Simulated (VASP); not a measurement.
Calculation: PBEsol GGA, VASP's PBE PAW potentials (set 64) (plane waves; VASP 6.6.1).

A VASP calculation is set up with these files.

**INCAR**
```
# general
SYSTEM  = MgPt7
PREC    = Accurate
ENCUT   = 300
LREAL   = .FALSE.
LASPH   = .TRUE.

# electronic loop
EDIFF   = 1E-6   # SCF stop (eV)
NELM    = 100   # most electronic steps
ALGO    = Normal   # blocked Davidson
LMAXMIX = 6

# smearing
ISMEAR  = 0   # Gaussian
SIGMA   = 0.272   # width (eV)

# functional
GGA     = PS

# ions
ISIF    = 2

# output
LWAVE   = .FALSE.
LCHARG  = .FALSE.
```

File POSCAR:
```
MgPt7
1
    0.0000000000     3.9365250000     3.9365250000
    3.9365250000     0.0000000000     3.9365250000
    3.9365250000     3.9365250000     0.0000000000
Mg Pt
1 7
Direct
  0.0000000000   0.0000000000   0.0000000000
  0.5000000000   0.0000000000   0.0000000000
  0.5000000000   0.0000000000   0.5000000000
  0.0000000000   0.5000000000   0.5000000000
  0.0000000000   0.5000000000   0.0000000000
  0.5000000000   0.5000000000   0.0000000000
  0.0000000000   0.0000000000   0.5000000000
  0.5000000000   0.5000000000   0.5000000000
```

**KPOINTS**
```
Automatic mesh
0
Gamma
6 6 6
0 0 0
```

POTCAR, in this order: Mg Pt (PBE.64 set). Program: vasp_std.

The resulting files:

File OUTCAR:
```
 ion  position               nearest neighbor table
   1  0.000  0.000  0.000-   2 2.78   5 2.78   7 2.78   3 2.78   4 2.78   7 2.78   4 2.78   5 2.78
                             6 2.78   2 2.78   3 2.78   6 2.78
   2  0.500  0.000  0.000-   1 2.78   3 2.78   6 2.78   3 2.78   7 2.78   8 2.78   5 2.78   6 2.78
                             8 2.78   1 2.78   5 2.78   7 2.78
   3  0.500  0.000  0.500-   2 2.78   7 2.78   8 2.78   1 2.78   2 2.78   6 2.78   4 2.78   6 2.78
                             8 2.78   1 2.78   4 2.78   7 2.78
   4  0.000  0.500  0.500-   5 2.78   7 2.78   8 2.78   1 2.78   5 2.78   6 2.78   1 2.78   3 2.78
                             7 2.78   3 2.78   6 2.78   8 2.78
   5  0.000  0.500  0.000-   1 2.78   4 2.78   6 2.78   4 2.78   7 2.78   8 2.78   1 2.78   2 2.78
                             7 2.78   2 2.78   6 2.78   8 2.78
   6  0.500  0.500  0.000-   2 2.78   5 2.78   8 2.78   3 2.78   4 2.78   8 2.78   1 2.78   2 2.78
                             3 2.78   1 2.78   4 2.78   5 2.78
   7  0.000  0.000  0.500-   1 2.78   3 2.78   4 2.78   1 2.78   2 2.78   5 2.78   4 2.78   5 2.78
                             8 2.78   2 2.78   3 2.78   8 2.78
   8  0.500  0.500  0.500-   3 2.78   4 2.78   6 2.78   2 2.78   5 2.78   6 2.78   2 2.78   3 2.78
                             7 2.78   4 2.78   5 2.78   7 2.78
  LATTYP: Found a face centered cubic cell.
 ALAT       =     7.8730500000
 Subroutine PRICEL returns:
 Original cell was already a primitive cell.
 Subroutine GETGRP returns: Found 48 space group operations
The static configuration has the point symmetry O_h .
The dynamic configuration has the point symmetry O_h .
 Subroutine INISYM returns: Found 48 space group operations
 Subroutine IBZKPT returns following result:
 Found     16 irreducible k-points:

 Following reciprocal coordinates:
            Coordinates               Weight
  0.000000  0.000000  0.000000      1.000000
  0.166667  0.000000  0.000000      8.000000
  0.333333  0.000000  0.000000      8.000000
  0.500000  0.000000  0.000000      4.000000
  0.166667  0.166667  0.000000      6.000000
  0.333333  0.166667  0.000000     24.000000
  0.500000  0.166667  0.000000     24.000000
 -0.333333  0.166667  0.000000     24.000000
 -0.166667  0.166667  0.000000     12.000000
  0.333333  0.333333  0.000000      6.000000
  0.500000  0.333333  0.000000     24.000000
 -0.333333  0.333333  0.000000     12.000000
  0.500000  0.500000  0.000000      3.000000
  0.500000  0.333333  0.166667     24.000000
 -0.333333  0.333333  0.166667     24.000000
 -0.333333  0.500000  0.166667     12.000000
   k-points           NKPTS =     16   k-points in BZ     NKDIM =     16   number of bands    NBANDS=     43
   number of dos      NEDOS =    301   number of ions     NIONS =      8
   total plane-waves  NPLWV =  32768
   dimension x,y,z NGX =    32 NGY =   32 NGZ =   32
   dimension x,y,z NGXF=    64 NGYF=   64 NGZF=   64
   ions per type =               1   7
   PREC   = accura    normal or accurate (medium, high low for compatibility)
   ISTART =      0    job   : 0-new  1-cont  2-samecut
   ICHARG =      2    charge: 1-file 2-atom 10-const
   ISPIN  =      1    spin polarized calculation?
   LNONCOLLINEAR =      F non collinear calculations
   LSORBIT =      F    spin-orbit coupling
   INIWAV =      1    electr: 0-lowe 1-rand  2-diag
   ENCUT  =  300.0 eV  22.05 Ry    4.70 a.u.   7.86  7.86  7.86*2*pi/ulx,y,z
   NELM   =    100;   NELMIN=  2; NELMDL= -5     # of ELM steps
   EDIFF  = 0.1E-05   stopping-criterion for ELM
   LREAL  =      F    real-space projection
   NLSPLINE    = F    spline interpolate recip. space projectors
   LMAXMIX     =    6 max onsite mixed and CHGCAR
   VOSKOWN=      0    Vosko Wilk Nusair interpolation
   EDIFFG = 0.1E-04   stopping-criterion for IOM
   NSW    =      0    number of steps for IOM
   NBLOCK =      1;   KBLOCK =      1    inner block; outer block
   IBRION =     -1    ionic relax: 0-MD 1-quasi-New 2-CG
   NFREE  =      0    steps in history (QN), initial steepest desc. (CG)
   ISIF   =      2    stress and relaxation
   ISYM   =      2    0-nonsym 1-usesym 2-fastsym
   TEIN   =    0.0    initial temperature
   TEBEG  =    0.0;   TEEND  =   0.0 temperature during run
...
```

**OSZICAR**
```
       N       E                     dE             d eps       ncg     rms          rms(c)
DAV:   1     0.289163022591E+03    0.28916E+03   -0.26285E+04  1456   0.101E+03
DAV:   2    -0.451986054463E+02   -0.33436E+03   -0.32144E+03  1595   0.254E+02
DAV:   3    -0.565759581702E+02   -0.11377E+02   -0.10969E+02  1536   0.440E+01
DAV:   4    -0.567889824369E+02   -0.21302E+00   -0.21229E+00  1530   0.580E+00
DAV:   5    -0.567928181817E+02   -0.38357E-02   -0.38350E-02  1535   0.746E-01    0.305E+01
DAV:   6    -0.536616957763E+02    0.31311E+01   -0.12226E+01  1523   0.185E+01    0.164E+01
DAV:   7    -0.539757690586E+02   -0.31407E+00   -0.62048E+00  1495   0.169E+01    0.111E+01
DAV:   8    -0.532621978207E+02    0.71357E+00   -0.47350E+00  1458   0.111E+01    0.482E+00
DAV:   9    -0.532108505855E+02    0.51347E-01   -0.19460E-01  1471   0.294E+00    0.697E-01
DAV:  10    -0.532108778885E+02   -0.27303E-04   -0.53721E-03  1473   0.349E-01    0.282E-01
DAV:  11    -0.532107405457E+02    0.13734E-03   -0.41329E-04  1499   0.131E-01    0.283E-02
DAV:  12    -0.532107382062E+02    0.23395E-05   -0.27470E-05  1509   0.290E-02    0.134E-02
DAV:  13    -0.532107366379E+02    0.15683E-05   -0.13855E-06   776   0.668E-03    0.345E-03
DAV:  14    -0.532107365011E+02    0.13682E-06   -0.39687E-07   736   0.375E-03
   1 F= -.53210737E+02 E0= -.53032741E+02  d E =-.355991E+00
```

File OUTCAR:
```
------------------------ aborting loop because EDIFF is reached ----------------------------------------
  FORCE on cell =-STRESS in cart. coord.  units (eV):
  Direction    XX          YY          ZZ          XY          YZ          ZX
  --------------------------------------------------------------------------------------
  Total       -3.5287625     -3.5287625     -3.5287625      0.0000000     -0.0000000      0.0000000
  in kB      -46.3408471    -46.3408471    -46.3408471      0.0000000     -0.0000000      0.0000000
  external PRESSURE =     -46.3408471 kB  Pullay stress =       0.0000000 kB
  volume of cell :      122.00
      direct lattice vectors                 reciprocal lattice vectors
     0.000000000  3.936525000  3.936525000    -0.127015578  0.127015578  0.127015578
     3.936525000  0.000000000  3.936525000     0.127015578 -0.127015578  0.127015578
     3.936525000  3.936525000  0.000000000     0.127015578  0.127015578 -0.127015578
 POSITION                                       TOTAL-FORCE (eV/Angst)
 -----------------------------------------------------------------------------------
      0.00000      0.00000      0.00000        -0.000000     -0.000000     -0.000000
      0.00000      1.96826      1.96826         0.000000      0.000000     -0.000000
      1.96826      3.93653      1.96826        -0.000000     -0.000000      0.000000
      3.93653      1.96826      1.96826        -0.000000     -0.000000     -0.000000
      1.96826      0.00000      1.96826        -0.000000     -0.000000     -0.000000
      1.96826      1.96826      3.93653        -0.000000     -0.000000     -0.000000
      1.96826      1.96826      0.00000        -0.000000     -0.000000      0.000000
      3.93653      3.93653      3.93653        -0.000000     -0.000000     -0.000000
 -----------------------------------------------------------------------------------
    total drift:                                0.000000      0.000000      0.000000
  FREE ENERGIE OF THE ION-ELECTRON SYSTEM (eV)
  ---------------------------------------------------
  free  energy   TOTEN  =       -53.2107365011 eV

  energy  without entropy=      -52.8547456532  energy(sigma->0) =      -53.03274108
```
(Selected blocks of OUTCAR.)

At this cut-off the stress carries a Pulay error, which pulls relaxed volumes low.

The structure comes from a computed database's MgPt7 entry (Fm-3m); how it stands against other phases isn't given here. The cell was not relaxed at this level.
